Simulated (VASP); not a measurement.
Energy against volume of CsPbBr₃ (cubic perovskite). Level of theory: AM05 GGA, VASP's PBE PAW potentials (set 64) (plane waves; VASP).

```csv
V (Å³/atom),E (eV/atom)
39.499,-3.15370
40.760,-3.16172
42.020,-3.16435
43.281,-3.16244
44.541,-3.15673
```

Question: Fit a third-order Birch-Murnaghan equation of state.

Answer: 
```yaml
volume_per_atom: 42.08 Å³/atom
bulk_modulus: 19.0 GPa
pressure_derivative_of_the_bulk_modulus: 4.82
lattice_constant_a: 5.948 Å
```

The compound is CsPbBr3 in the cubic perovskite structure, the ideal cubic form; the compound distorts at low or room temperature. It was relaxed first.
